The pressure $P$ of a crystal is the rate at which its energy rises when it is squeezed, $P=-dF/dV$. Here $V$ is the volume per atom and $F$ the energy per atom, including the small entropy term from the smeared electron occupations. For ferromagnetic nickel in the local density approximation (LDA), the program took $P$ from the stress on the cell at seven fixed volumes. A positive value means that the crystal pushes outwards, a negative one that it pulls inwards.

Ferromagnetic fcc nickel, one atom per cell, at fixed volumes, calculated with VASP 6.6.1 in collinear-spin LDA without spin–orbit coupling, using the recommended VASP PAW LDA potentials. The plane-wave cutoff is 350 eV, the k mesh 10 × 10 × 10 and the Gaussian smearing width 0.1 eV. Pressure is positive in compression.

| volume (Å³/atom) | shortest distance (Å) | pressure (GPa) | cell moment (μB) |
| --- | --- | --- | --- |
| 9.124 | 2.345 | 29.890 | 0.600 |
| 9.425 | 2.371 | 18.180 | 0.620 |
| 9.725 | 2.396 | 8.230 | 0.640 |
| 10.026 | 2.420 | 0.050 | 0.650 |
| 10.327 | 2.444 | -6.920 | 0.660 |
| 10.628 | 2.468 | -12.680 | 0.670 |
| 10.928 | 2.491 | -17.540 | 0.680 |

**What happens.** The calculated crystal is at rest at about 10.03 Å³ per atom, where the pressure passes through zero. Real nickel takes up roughly 11 Å³, a recalled value close to the last row. In that row the calculation reports a pull of 17.5 GPa, although a real piece of nickel of that volume lies on the bench under no load. The resting volume of the calculation is 8 % below that of the last row.

**A check from inside the calculation.** Energy and stress are two routes to the same pressure, so they can be compared without any measurement. Averaged over a volume step, the pressure must equal $-\Delta F/\Delta V$. For the step from 10.026 to 10.327 Å³, with 1 eV/Å³ = 160.2 GPa, the energies of the two runs give

$$-\frac{\Delta F}{\Delta V}=-\frac{-6.581075+6.586808}{10.327-10.026}\ \frac{\text{eV}}{\text{Å}^3}\approx-3.05\ \text{GPa}.$$

The plain mean of the two tabulated pressures is $(0.050-6.920)/2=-3.435$ GPa, which is lower by about 0.4 GPa.

The plain mean ignores the bend of the pressure curve. I therefore fitted a Birch–Murnaghan equation of state to the pressures of all seven rows, the two used above included, and averaged along that curve; the output below lists every step. The stress pressure lies below the energy slope in each of them, by 0.45 GPa on average. The fitted curve misses single pressures by no more than about 0.05 GPa, so the gap is not made by the fit.

**Why the two routes differ.** The likely cause is Pulay stress, a known effect of a limited plane-wave basis. The stress is worked out as if the same set of waves were squeezed together with the cell. Squeezed waves are shorter and describe the electrons slightly better, which lowers the energy and hides part of the cost of compression. The separate runs all keep the same cutoff, so their energies lack this false gain. The sign of the gap agrees with this argument, but testing it takes further runs, for instance with a higher cutoff, where the gap should shrink.

**Why the large error stays hidden.** Removing the gap would move the resting volume by only about 0.2 %. The error of 8 % passes the check because energy and stress come from the same functional and share its fault. It shows when the result is set beside a measured volume, or beside that of a more accurate method. The runs also leave out the vibrations of the atoms, which push outwards; a rough estimate gives about 2 GPa at room temperature, a small part of the pull in the last row.

**Where the large error comes from.** Theory puts most of it down to LDA itself. LDA treats the electrons at each point as if they belonged to a uniform gas of the local density. This works less well where the density varies strongly, as in separate atoms, and there it makes the energy too high. When atoms move together, the density between them evens out and the error shrinks, so the crystal gains energy that nature does not grant. A neighbouring series with a gradient-corrected functional such as PBE, which treats uneven densities more favourably, is expected to reach zero pressure at a larger volume.

**What it does to stiffness.** A spring made with too short a rest length behaves in the same way: held at the correct length, it pulls. The likeness ends at the stiffness, which is constant for an ideal spring but falls as nickel expands. The bulk modulus, the resistance to a change of volume, is about 250 GPa at the calculated resting volume and about 160 GPa in the last row. The measured value, roughly 190 GPa, lies between them. The short volume is thus enough to account for the excess stiffness. At the larger volume the calculated crystal is even softer than the real one.

**What to do.** Do not read the pressure at a measured lattice constant as a real internal stress. Measure strain from the resting volume of the calculation, and state the volume at which a bulk modulus was taken. Compare the energy slope with the stress before trusting pressures to a few tenths of a GPa, and raise the cutoff if they disagree. If the volume itself is what matters, compare it with experiment and try another functional, because a better basis leaves the error of LDA in place.

Numerical output:

```
fit of pressure on 7 rows: coefficient of u**5 -125.7 +/- 11, coefficient of u**7 -125.7 +/- 22, coefficient of u**9 251.5 +/- 11; rms 0.0305, worst 9.425 -0.0506, leave-one-out rms 0.059
Step ending at this row, and bulk modulus at this row:
     row  energy slope GPa  plain mean of stress pressures GPa  curve mean of stress pressures GPa  energy less curve mean GPa  bulk modulus GPa
   9.124               n/a                                 n/a                                 n/a                         n/a             390.3
   9.425             24.38                               24.04                               23.84                        0.54               337
   9.725             13.56                               13.21                               13.06                      0.5053             291.2
  10.026             4.487                                4.14                               4.028                      0.4597             251.5
  10.327            -3.054                              -3.435                              -3.537                      0.4834             217.1
  10.628            -9.536                                -9.8                              -9.877                      0.3404             187.2
  10.928            -14.83                              -15.11                              -15.19                      0.3596             161.1
Volume at zero stress pressure (cubic angstrom per atom): 10.03
Zero-pressure volume against the largest volume (per cent): -8.234
The same as a distance (per cent): -2.824
Mean gap between energy slope and stress pressure (GPa): 0.4481
Mean gap with the plain average of pressures (GPa): 0.3297
Shift of the equilibrium volume by the mean gap (cubic angstrom): 0.01786
Shift of the equilibrium volume by the mean gap (per cent): 0.1782
Pressure at the largest volume over the mean gap (ratio of sizes): 39.15
Energy drop for a 10 per cent higher cutoff that the Pulay reading demands (meV per atom): 4.206
Rough outward pressure of vibrations at 300 K (GPa): 2.274
Bulk modulus at the LDA volume over that at the largest volume: 1.561
Bulk modulus at the LDA volume over a rough recalled 190 GPa: 1.324
Bulk modulus at the largest volume over a rough recalled 190 GPa: 0.8479
Moment gain from the LDA volume to the largest volume (per cent): 4.905
```
